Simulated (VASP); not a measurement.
# A VASP study of Titanium (r2SCAN): structure first, properties next, part 2 of 4

What structure does Titanium take at this level, and what are its properties? Left out of this account: 1 further run (relaxation: a spoilt try). This is not the structure that Ti takes at ambient conditions. The start is a cell from a database of measured crystal structures.

VASP 6.6.1; r2SCAN; plane waves and PAW (Ti_sv).

So far. Step 2 (Full relaxation (r2SCAN)): It ends with forces that vanish by symmetry and a pressure of 0.01 GPa. The volume lies -2.8 % from that of the database's start, which holds the thermal and zero-point expansion of its experiment. Step 3 (Second relaxation): It ends with forces that vanish by symmetry and a pressure of 0.04 GPa. The volume moved by under 0.01 %: the run met its threshold at the first step.

### Step 4. Density, ELF and potential (r2SCAN)

A single point on the relaxed cell gives a clean self-consistent state, with density, ELF and potential written out.

Input file INCAR:

```
SYSTEM = Ti
PREC = Accurate
ENCUT = 400
EDIFF = 1E-06
NELM = 100
ISMEAR = 1
SIGMA = 0.2
LREAL = .FALSE.
ALGO = Normal
METAGGA = R2SCAN
LASPH = .TRUE.
NBANDS = 12
LORBIT = 11
LWAVE = .FALSE.
LCHARG = .TRUE.
ISIF = 2
LELF = .TRUE.
LVHAR = .TRUE.
```

Input file POSCAR:

```
Ti
1.0
   -1.6257254714      1.6257254714      1.6257254714
    1.6257254714     -1.6257254714      1.6257254714
    1.6257254714      1.6257254714     -1.6257254714
Ti
1
Direct
    0.0000000000      0.0000000000      0.0000000000
```

Input file KPOINTS:

```
Automatic mesh
0
Gamma
10 10 10
0 0 0
```

The projector-augmented-wave data sets are Ti_sv (PBE family, release 64).

The run is started by

```
$ mpirun -np 2 vasp_std
```

Output:

```text
[banner, memory and clock lines left out]
running    2 mpi-ranks, on    1 nodes
 distrk:  each k-point on    2 cores,    1 groups
 distr:  one band on    1 cores,    2 groups

 POSCAR found type information on POSCAR Ti
 POSCAR found :  1 types and       1 ions
 [... a notice as in an earlier step ...]

 LDA part: xc-table for (None), standard interpolation
 POSCAR, INCAR and KPOINTS ok, starting setup
 FFT: planning ... GRIDC
 FFT: planning ... GRID_SOFT
 FFT: planning ... GRID
 WAVECAR not read
 entering main loop
       N       E                     dE             d eps       ncg     rms          rms(c)
DAV:   1     0.715011958187E+02    0.71501E+02   -0.58419E+03  1148   0.104E+03
DAV:   2    -0.133994403505E+02   -0.84901E+02   -0.82944E+02  1156   0.278E+02
DAV:   3    -0.170572473375E+02   -0.36578E+01   -0.36152E+01  1472   0.618E+01
DAV:   4    -0.171333691723E+02   -0.76122E-01   -0.76049E-01  1284   0.783E+00
DAV:   5    -0.171351108187E+02   -0.17416E-02   -0.17416E-02  1328   0.112E+00    0.101E+01
DAV:   6    -0.127766417178E+02    0.43585E+01   -0.49989E+00  1300   0.365E+01    0.166E+00
[... 1 cycle as in an earlier step ...]
DAV:   8    -0.128092753164E+02   -0.15078E-01   -0.51366E-02  1536   0.238E+00    0.422E-01
DAV:   9    -0.128081468733E+02    0.11284E-02   -0.15876E-02  1204   0.188E+00    0.205E-01
DAV:  10    -0.128073148075E+02    0.83207E-03   -0.22942E-03  1216   0.756E-01    0.296E-02
DAV:  11    -0.128073330094E+02   -0.18202E-04   -0.57684E-05  1384   0.744E-02    0.443E-03
DAV:  12    -0.128073316390E+02    0.13705E-05   -0.41115E-06  1208   0.180E-02    0.177E-03
DAV:  13    -0.128073317787E+02   -0.13977E-06   -0.27522E-07   684   0.515E-03
   1 F= -.12807332E+02 E0= -.12808214E+02  d E =0.264529E-02
```

Elapsed: 7.2 s, on 2 MPI ranks of Intel Xeon 6975P-C (Granite Rapids), shared host; peak memory 0.2 GiB.

Parts of OUTCAR (step 4):

```text
The static configuration has the point symmetry O_h .

 Found     47 irreducible k-points:

   NELECT =      12.0000    total number of electrons

 E-fermi :   8.2251

  Total        0.0046621      0.0046621      0.0046621     -0.0000000      0.0000000      0.0000000
  in kB        0.4346009      0.4346009      0.4346009     -0.0000000      0.0000000      0.0000000
  external PRESSURE =       0.4346009 kB  Pullay stress =       0.0000000 kB

 POSITION                                       TOTAL-FORCE (eV/Angst)
 -----------------------------------------------------------------------------------
      0.00000      0.00000      0.00000         0.000000      0.000000      0.000000
 -----------------------------------------------------------------------------------
    total drift:                                0.000000      0.000000      0.000000

  FREE ENERGIE OF THE ION-ELECTRON SYSTEM (eV)
  ---------------------------------------------------
  free  energy   TOTEN  =       -12.8073317787 eV

  energy  without entropy=      -12.8099770695  energy(sigma->0) =      -12.80821354

[... 16 parts as in an earlier step ...]
```

Numbers from this step:

| Quantity | Value |
| --- | --- |
| SCF cycles | 13 |

Valence electrons inside each PAW sphere by angular momentum. Sphere charges, by row:

| atom | s (e) | p (e) | d (e) | tot (e) |
| --- | --- | --- | --- | --- |
| Ti1 | 2.24 | 6.133 | 1.861 | 10.23 |

ELF in the ac plane of the conventional cell at fractional y = 0.000, with atoms of Ti within 0.2 Å of it. It is the smooth field of the valence electrons, not physical close to the nuclei.

Values, 14 rows by 14 columns, each cell a mean:
```
0.94 0.86 0.60 0.31 0.17 0.22 0.41 0.50 0.36 0.17 0.19 0.38 0.71 0.89
0.77 0.67 0.44 0.24 0.17 0.27 0.47 0.55 0.43 0.21 0.16 0.28 0.51 0.71
0.42 0.36 0.25 0.16 0.19 0.36 0.54 0.59 0.51 0.29 0.16 0.18 0.28 0.38
0.20 0.19 0.16 0.18 0.29 0.47 0.57 0.60 0.56 0.42 0.25 0.16 0.16 0.19
0.16 0.18 0.23 0.32 0.44 0.54 0.57 0.58 0.57 0.52 0.42 0.29 0.21 0.17
0.33 0.37 0.45 0.53 0.56 0.56 0.55 0.54 0.55 0.57 0.56 0.51 0.43 0.36
0.48 0.52 0.57 0.60 0.60 0.57 0.53 0.51 0.54 0.58 0.60 0.59 0.55 0.50
0.38 0.42 0.50 0.56 0.58 0.57 0.54 0.53 0.55 0.57 0.57 0.54 0.47 0.41
0.19 0.22 0.29 0.40 0.50 0.55 0.57 0.57 0.56 0.54 0.47 0.36 0.27 0.22
0.17 0.16 0.16 0.20 0.34 0.50 0.58 0.60 0.56 0.44 0.29 0.19 0.17 0.17
0.34 0.30 0.20 0.15 0.20 0.40 0.56 0.60 0.53 0.32 0.18 0.16 0.24 0.31
0.67 0.56 0.36 0.20 0.16 0.29 0.50 0.57 0.45 0.23 0.16 0.25 0.44 0.60
0.91 0.83 0.56 0.30 0.16 0.22 0.42 0.52 0.37 0.18 0.19 0.36 0.67 0.86
0.97 0.91 0.67 0.34 0.17 0.19 0.38 0.48 0.33 0.16 0.20 0.42 0.77 0.94
```
Columns run along a (3.3 Å), rows up along c (3.3 Å), edges of the conventional cell, whose origin can differ from the input's. Atoms in or near the plane, at fractional coordinates: Ti at (0.00, 0.00).

Valence density in the ac plane of the conventional cell at fractional y = 0.000, with atoms of Ti within 0.2 Å of it. It is the smooth field of the valence electrons, not physical close to the nuclei.

Ten steps, logarithmic in the rise over the least value, from '0' (0 e/Å³) to '9' (14 e/Å³), each cell a mean:
```
99742000002579
87631000002467
65320000000245
32100000000022
00000000000000
00000000000000
00000000000000
00000000000000
00000000000000
22100000000012
54310000000234
77531000001367
98742000002579
99752000003689
```
Columns run along a (3.3 Å), rows up along c (3.3 Å), edges of the conventional cell, whose origin can differ from the input's. Atoms in or near the plane, at fractional coordinates: Ti at (0.00, 0.00).

Electrostatic potential energy in the ac plane of the conventional cell at fractional y = 0.000, with atoms of Ti within 0.2 Å of it. With pseudopotentials it is smooth inside the atoms' cores, unlike the true potential.

Values in eV, 14 rows by 14 columns, each cell a mean:
```
-62 -60 -50 -31 -11  -1   1   2   0  -3 -16 -37 -55 -61
-57 -53 -40 -23  -7  -1   1   2   1  -2 -10 -28 -46 -55
-39 -35 -24 -11  -3   0   2   2   1  -1  -4 -14 -28 -37
-18 -15  -8  -3  -1   1   2   2   2   1  -1  -4 -10 -16
 -4  -3  -2   0   1   2   2   2   2   1   1  -1  -2  -3
  0   1   1   2   2   2   2   2   2   2   2   1   1   0
  2   2   2   2   2   2   2   2   2   2   2   2   2   2
  1   1   1   2   2   2   2   2   2   2   2   2   1   1
 -2  -1  -1   0   1   2   2   2   2   2   1   0  -1  -1
-12 -10  -5  -2   0   1   2   2   2   1  -1  -3  -7 -11
-33 -29 -19  -8  -2   0   2   2   2   0  -3 -11 -23 -31
-52 -48 -35 -19  -5  -1   1   2   1  -2  -8 -24 -40 -50
-62 -59 -48 -29 -10  -1   1   2   1  -3 -15 -35 -53 -60
-62 -62 -52 -33 -12  -2   1   2   0  -4 -18 -39 -57 -62
```
Columns run along a (3.3 Å; values clipped at the 3rd and 97th percentile), rows up along c (3.3 Å), edges of the conventional cell, whose origin can differ from the input's. Atoms in or near the plane, at fractional coordinates: Ti at (0.00, 0.00).

In this run the pressure is 0.04 GPa, small enough to go on.

### Step 5. Band structure (r2SCAN)

The mesh alone shows little of the dispersion and can miss band extrema, so KPOINTS_OPT adds a path through the symmetry points after the self-consistent cycle.

Input file INCAR:

```
SYSTEM = Ti
PREC = Accurate
ENCUT = 400
EDIFF = 1E-06
NELM = 100
ISMEAR = 1
SIGMA = 0.2
LREAL = .FALSE.
ALGO = Normal
METAGGA = R2SCAN
LASPH = .TRUE.
NBANDS = 17
LORBIT = 11
LWAVE = .FALSE.
LCHARG = .FALSE.
KPAR = 2
```

POSCAR is that of step 4.

KPOINTS is that of step 4.

Input file KPOINTS_OPT:

```
Line mode
16
Line-mode
Reciprocal
  0.00000000   0.00000000   0.00000000 GAMMA
  0.50000000  -0.50000000   0.50000000 H

  0.50000000  -0.50000000   0.50000000 H
  0.00000000   0.00000000   0.50000000 N

  0.00000000   0.00000000   0.50000000 N
  0.00000000   0.00000000   0.00000000 GAMMA

  0.00000000   0.00000000   0.00000000 GAMMA
  0.25000000   0.25000000   0.25000000 P

  0.25000000   0.25000000   0.25000000 P
  0.50000000  -0.50000000   0.50000000 H

  0.25000000   0.25000000   0.25000000 P
  0.00000000   0.00000000   0.50000000 N
```

The run is started by

```
$ mpirun -np 2 vasp_std
```

Output:

```text
[... set-up lines as in an earlier step ...]
 entering main loop
       N       E                     dE             d eps       ncg     rms          rms(c)
DAV:   1     0.794709374030E+02    0.79471E+02   -0.51560E+03  1622   0.740E+02
DAV:   2    -0.130783210218E+02   -0.92549E+02   -0.88295E+02  1700   0.222E+02
DAV:   3    -0.170763623588E+02   -0.39980E+01   -0.39631E+01  1850   0.489E+01
DAV:   4    -0.171343191690E+02   -0.57957E-01   -0.57910E-01  1926   0.564E+00
DAV:   5    -0.171351454649E+02   -0.82630E-03   -0.82625E-03  1782   0.605E-01    0.101E+01
DAV:   6    -0.127814928551E+02    0.43537E+01   -0.30140E+00  1647   0.257E+01    0.162E+00
DAV:   7    -0.127934441633E+02   -0.11951E-01   -0.54556E-02  1718   0.177E+00    0.106E+00
DAV:   8    -0.128084433235E+02   -0.14999E-01   -0.33084E-02  1914   0.160E+00    0.338E-01
DAV:   9    -0.128075349363E+02    0.90839E-03   -0.59073E-03  1693   0.102E+00    0.117E-01
DAV:  10    -0.128073251632E+02    0.20977E-03   -0.47525E-04  1957   0.318E-01    0.257E-02
DAV:  11    -0.128073342448E+02   -0.90816E-05   -0.73776E-05  1796   0.636E-02    0.644E-03
DAV:  12    -0.128073315497E+02    0.26952E-05   -0.29890E-06  1782   0.206E-02    0.130E-03
DAV:  13    -0.128073314512E+02    0.98459E-07   -0.30334E-07  1301   0.366E-03
   1 F= -.12807331E+02 E0= -.12808213E+02  d E =0.264426E-02
 Start KPOINTS_OPT (optional k-point list driver)
k-point batch [1-47\96]
       N       E                     dE             ncg
DAV:   1    -0.644784422096E+04   -0.23850E+05     1654
DAV:   2    -0.106196160243E+05   -0.41718E+04     1726
DAV:   3    -0.108029017310E+05   -0.18329E+03     1840
DAV:   4    -0.108059705923E+05   -0.30689E+01     1816
DAV:   5    -0.108060339485E+05   -0.63356E-01     1821
DAV:   6    -0.108060356421E+05   -0.16936E-02     1880
DAV:   7    -0.108060356965E+05   -0.54400E-04     1712
DAV:   8    -0.108060356984E+05   -0.18868E-05     1412
DAV:   9    -0.108060356985E+05   -0.86555E-07     1017
[...]
k-point batch [95-96\96]
       N       E                     dE             ncg
DAV:   1     0.198460078842E+05   -0.13165E+04       68
DAV:   2     0.196727194452E+05   -0.17329E+03       68
DAV:   3     0.196648180238E+05   -0.79014E+01       87
DAV:   4     0.196646957162E+05   -0.12231E+00       72
DAV:   5     0.196646946444E+05   -0.10719E-02       79
DAV:   6     0.196646946295E+05   -0.14932E-04       71
DAV:   7     0.196646946292E+05   -0.25980E-06       86
```

Elapsed: 16 s, on 2 MPI ranks; peak memory 0.23 GiB.

From OUTCAR (step 5):

```text
   k-points           NKPTS =     47   k-points in BZ     NKDIM =     47   number of bands    NBANDS=     17

   NELECT =      12.0000    total number of electrons

 E-fermi :   8.2252

 k-point     1 :       0.0000    0.0000    0.0000
  band No.  band energies     occupation
      1     -50.6503      2.00000
      2     -25.4497      2.00000
      3     -25.4497      2.00000
      4     -25.4497      2.00000
      5       1.9008      2.00000
      6       9.3844     -0.00000
      7       9.3844     -0.00000
      8       9.3844     -0.00000
      9      11.1844     -0.00000
     10      11.1844     -0.00000
    ...

  Total        0.0020839      0.0020839      0.0020839      0.0000000     -0.0000000      0.0000000
  in kB        0.1942619      0.1942619      0.1942619      0.0000000     -0.0000000      0.0000000
  external PRESSURE =       0.1942619 kB  Pullay stress =       0.0000000 kB

 POSITION                                       TOTAL-FORCE (eV/Angst)
 -----------------------------------------------------------------------------------
      0.00000      0.00000      0.00000         0.000000      0.000000     -0.000000
 -----------------------------------------------------------------------------------
    total drift:                                0.000000      0.000000      0.000000

  FREE ENERGIE OF THE ION-ELECTRON SYSTEM (eV)
  ---------------------------------------------------
  free  energy   TOTEN  =       -12.8073314512 eV

  energy  without entropy=      -12.8099757112  energy(sigma->0) =      -12.80821287

[... 8 parts as in an earlier step ...]

[... 8 further parts left out ...]
```

Numbers from this step:

```yaml
bands: 17
pressure: 0.01943 GPa
```

Electronic bands along the path, in eV, zero at the Fermi level; # counts the bands kept, so #1 is VASP's band 5:

| point | #1 | #2 | #3 | #4 | #5 | #6 |
| --- | --- | --- | --- | --- | --- | --- |
| Γ | -6.32 | 1.16 | 1.16 | 1.16 | 2.96 | 2.96 |
| 0.53 of the way | -2.59 | -0.24 | 1.55 | 1.55 | 2.73 | 3.99 |
| H | -2.30 | -2.30 | 4.18 | 4.18 | 4.18 | 8.85 |
| 0.53 of the way | -1.71 | -1.04 | 1.15 | 2.00 | 4.38 | 6.19 |
| N | -2.59 | -0.33 | 1.00 | 2.97 | 3.33 | 4.55 |
| 0.53 of the way | -4.57 | 0.43 | 0.60 | 2.45 | 2.64 | 3.05 |
| Γ | -6.32 | 1.16 | 1.16 | 1.16 | 2.96 | 2.96 |
| 0.53 of the way | -3.15 | -0.16 | -0.16 | 3.03 | 3.03 | 4.02 |
| P | -0.66 | -0.66 | -0.66 | 3.39 | 3.39 | 9.45 |
| 0.53 of the way | -1.11 | -1.11 | 0.07 | 3.28 | 3.28 | 8.49 |
| H | -2.30 | -2.30 | 4.18 | 4.18 | 4.18 | 8.85 |
| jump to P | -0.66 | -0.66 | -0.66 | 3.39 | 3.39 | 9.45 |
| 0.53 of the way | -1.82 | -0.56 | 0.18 | 3.15 | 3.35 | 6.10 |
| N | -2.59 | -0.33 | 1.00 | 2.97 | 3.33 | 4.55 |

The electronic bands as a text plot (rows in eV, shown from -6.3 to 2.8 only):

```
    2.6 | *    * *          *   *****
    2.3 |  * **         * **      *      *
    1.9 |   *   *       **         *                    *
    1.5 |  ** **                    *  **              *
    1.1 |*****           *   *      *****                       *
    0.7 |    *              * *   **     *            *        *
    0.4 |     *           **   ***        *                   *
    0.0 |                  **  **          *                 *
   -0.4 |      *          *  **             *     ** *      * ***
   -0.8 |       *                            *****  **     ***
   -1.2 |                *                    *   **  *     *
   -1.6 |        *      **                   *         *     *
   -1.9 |        ***  *** *                             *     *
   -2.3 |       *  ***     **                            **    *
   -2.7 |      *             ***            *                   *
   -3.1 |     *                            *
   -3.5 |                       *
   -3.8 |    *
   -4.2 |                        *        *
   -4.6 |
   -5.0 |   *                     *      *
   -5.4 |                          *
   -5.8 |  *                            *
   -6.1 |**                         ****
         Γ           H       N        Γ         P        H|P    N
```

There is no gap at this level.

Of the bands kept, 2 cross the Fermi level on this path.

### Step 6. Total and projected DOS (r2SCAN)

A density of states needs more k-points than a total energy; ISMEAR = -5 takes tetrahedra, and LORBIT projects the states on the PAW spheres. The mesh is finer than in the run before.

INCAR, as its differences from that of step 5:

```diff
@@ -5,3 +5,3 @@
 NELM = 100
-ISMEAR = 1
+ISMEAR = -5
 SIGMA = 0.2
@@ -16 +16,2 @@
 KPAR = 2
+NEDOS = 2001
```

POSCAR is that of step 5.

Input file KPOINTS:

```
Automatic mesh
0
Gamma
14 14 14
0 0 0
```

The run is started by

```
$ mpirun -np 2 vasp_std
```

Output:

```text
[... set-up lines as in an earlier step ...]
 entering main loop
       N       E                     dE             d eps       ncg     rms          rms(c)
DAV:   1     0.784143399118E+02    0.78414E+02   -0.49597E+03  3592   0.734E+02
DAV:   2    -0.131077528173E+02   -0.91522E+02   -0.87548E+02  3805   0.221E+02
DAV:   3    -0.170683192848E+02   -0.39606E+01   -0.39267E+01  4194   0.490E+01
DAV:   4    -0.171325477283E+02   -0.64228E-01   -0.64153E-01  4030   0.597E+00
DAV:   5    -0.171334730388E+02   -0.92531E-03   -0.92510E-03  4153   0.632E-01    0.101E+01
DAV:   6    -0.127801610276E+02    0.43533E+01   -0.31013E+00  3690   0.258E+01    0.161E+00
DAV:   7    -0.127928440446E+02   -0.12683E-01   -0.55515E-02  3759   0.178E+00    0.106E+00
DAV:   8    -0.128079700315E+02   -0.15126E-01   -0.33610E-02  4186   0.161E+00    0.333E-01
DAV:   9    -0.128068694735E+02    0.11006E-02   -0.58594E-03  3746   0.981E-01    0.101E-01
DAV:  10    -0.128067349374E+02    0.13454E-03   -0.35806E-04  4411   0.263E-01    0.210E-02
DAV:  11    -0.128067483225E+02   -0.13385E-04   -0.67204E-05  3869   0.501E-02    0.388E-03
DAV:  12    -0.128067470497E+02    0.12727E-05   -0.30694E-06  3953   0.158E-02    0.119E-03
DAV:  13    -0.128067467570E+02    0.29269E-06   -0.50281E-07  3050   0.521E-03
   1 F= -.12806747E+02 E0= -.12806747E+02  d E =0.000000E+00
 -----------------------------------------------------------------------------
|                                                                             |
|           W    W    AA    RRRRR   N    N  II  N    N   GGGG   !!!           |
|           W    W   A  A   R    R  NN   N  II  NN   N  G    G  !!!           |
|           W    W  A    A  R    R  N N  N  II  N N  N  G       !!!           |
|           W WW W  AAAAAA  RRRRR   N  N N  II  N  N N  G  GGG   !            |
|           WW  WW  A    A  R   R   N   NN  II  N   NN  G    G                |
|           W    W  A    A  R    R  N    N  II  N    N   GGGG   !!!           |
|                                                                             |
|     Tetrahedron method does not include variations of the Fermi             |
|     occupations, so forces and stress will be inaccurate. We suggest        |
|     using a different smearing scheme ISMEAR = 1 or 2 for metals in         |
|     relaxations.                                                            |
|                                                                             |
 -----------------------------------------------------------------------------
```

It took 18 s on 2 MPI ranks; peak memory 0.24 GiB; 35 s of CPU time.

From OUTCAR (step 6):

```text
   k-points           NKPTS =    104   k-points in BZ     NKDIM =    104   number of bands    NBANDS=     17

   NELECT =      12.0000    total number of electrons

 E-fermi :   8.2379

 k-point     1 :       0.0000    0.0000    0.0000
  band No.  band energies     occupation
      1     -50.6411      2.00000
      2     -25.4410      2.00000
      3     -25.4410      2.00000
      4     -25.4410      2.00000
      5       1.9020      2.00000
      6       9.3906      0.00000
      7       9.3906      0.00000
      8       9.3906      0.00000
      9      11.1908      0.00000
     10      11.1908      0.00000
    ...

  Total       -0.0139500     -0.0139500     -0.0139500     -0.0000000      0.0000000     -0.0000000
  in kB       -1.3004151     -1.3004151     -1.3004151     -0.0000000      0.0000000     -0.0000000
  external PRESSURE =      -1.3004151 kB  Pullay stress =       0.0000000 kB

  FREE ENERGIE OF THE ION-ELECTRON SYSTEM (eV)
  ---------------------------------------------------
  free  energy   TOTEN  =       -12.8067467570 eV

  energy  without entropy=      -12.8067467570  energy(sigma->0) =      -12.80674676

[... 7 parts as in an earlier step ...]

[... 10 further parts left out ...]
```

With tetrahedra the forces and stress of a metal are not exact derivatives of the energy.

Numbers from this step:

```
irreducible k-points   : 104
Fermi energy           : 8.238 eV
pressure               : -0.1300 GPa
DOS at the Fermi level : 1.904 states/eV/cell
```

The density of states has structure finer than the step of the table below, so its rows give means over 1 eV, whole bins alone (the curve runs from -12.0 to 7.85 eV). Peaks (eV: height): total -1.8: 1.55, 0.2: 2.54, 3.3: 5.40; Ti d -0.3: 1.60, 3.3: 5.00; Ti p -1.8: 0.0761, -0.2: 0.142, 0.2: 0.183, 6.3: 0.0471; Ti s -2.5: 0.0986, 3.5: 0.0217.

States under -12.0 eV and over 7.8 eV are left out. The density of states by energy, zero at the Fermi level; means over each step; values in states/eV/cell:

| energy (eV) | total | Ti d | Ti p | Ti s |
| --- | --- | --- | --- | --- |
| -7 | 0 | 0 | 0 | 0 |
| -6 | 0.0394 | 9.5e-5 | 8.4e-4 | 0.0122 |
| -5 | 0.114 | 0.00189 | 0.00545 | 0.0320 |
| -4 | 0.195 | 0.0120 | 0.0142 | 0.0461 |
| -3 | 0.420 | 0.0905 | 0.0297 | 0.0686 |
| -2 | 1.11 | 0.490 | 0.0563 | 0.0728 |
| -1 | 0.969 | 0.553 | 0.0558 | 0.0102 |
| 0 | 2.21 | 1.39 | 0.135 | 0.00752 |
| 1 | 0.816 | 0.620 | 0.0234 | 0.00280 |
| 2 | 0.986 | 0.828 | 0.0133 | 0.00491 |
| 3 | 2.74 | 2.48 | 0.0182 | 0.0101 |
| 4 | 1.21 | 1.07 | 0.0272 | 0.0139 |
| 5 | 0.491 | 0.366 | 0.0378 | 0.0114 |
| 6 | 0.357 | 0.221 | 0.0461 | 0.00962 |
| 7 | 0.247 | 0.127 | 0.0431 | 0.00636 |

The finer mesh and the other smearing move the Fermi level by +0.01 eV from the 10×10×10 run, a small shift, which tests the Fermi level alone. Of the states within 0.3 eV of the Fermi level, the largest shares in the PAW spheres are Ti d 63 % and Ti p 6 %. The rest lies in smaller channels or between the spheres.

(Part 2 of 4 ends here.)

[Lines on the potential files, build, host, timing and source positions are cut from VASP's logs without a mark.]

[Logs are printed without paths, hosts, clocks, repeated set-up lines and the standing remarks that a program may print on its own settings, such as how far it seeks lower states.]

[Hosts, paths, dates, database ids (printed as entryN), source tags and the programs' standing remarks are cut or masked in the printed files.]

[A measured line is paired with the nearest computed mode of its activity, which favours agreement.]
